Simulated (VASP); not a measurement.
GeSe2 (relaxed from the cotunnite structure, space group Pnma): computed properties

These are PBEsol GGA, VASP's PBE PAW potentials (set 64) (plane waves; VASP 6.6.1) values and carry that method's errors.

```
Item                                                                                       Result
----------------------------------  -------------------------------------------------------------
space group                                                                             Pnma (62)
cell                                a = 5.7045 Å, b = 4.5765 Å, c = 10.0125 Å, α = β = γ = 90.00°
volume per atom                                                                     21.78 Å³/atom
band gap (over mesh and band path)                       none (metal, semimetal or under 0.01 eV)
density                                                                                5.86 g/cm³
```

```cif
data_Ge4Se8
_chemical_formula_sum 'Ge4 Se8'
_space_group_name_H-M_alt 'P 1'
_space_group_IT_number 1
_cell_length_a 5.70451
_cell_length_b 4.57650
_cell_length_c 10.01250
_cell_angle_alpha 90.000
_cell_angle_beta 90.000
_cell_angle_gamma 90.000
loop_
_space_group_symop_operation_xyz
  'x, y, z'
loop_
_atom_site_label
_atom_site_type_symbol
_atom_site_fract_x
_atom_site_fract_y
_atom_site_fract_z
_atom_site_occupancy
Ge1 Ge 0.63792 0.25000 0.62430 1
Ge2 Ge 0.13792 0.25000 0.87570 1
Ge3 Ge 0.36208 0.75000 0.37570 1
Ge4 Ge 0.86208 0.75000 0.12430 1
Se1 Se 0.56454 0.25000 0.88195 1
Se2 Se 0.06454 0.25000 0.61805 1
Se3 Se 0.43546 0.75000 0.11805 1
Se4 Se 0.93546 0.75000 0.38195 1
Se5 Se 0.56698 0.25000 0.36425 1
Se6 Se 0.06698 0.25000 0.13575 1
Se7 Se 0.43302 0.75000 0.63575 1
Se8 Se 0.93302 0.75000 0.86425 1
```

The structure was generated: GeSe2 was put into the cotunnite type (Pnma), which need not be its known phase. It was relaxed first, which changed the volume by +25 %. Symmetry was kept, so distortions that lower it aren't found.
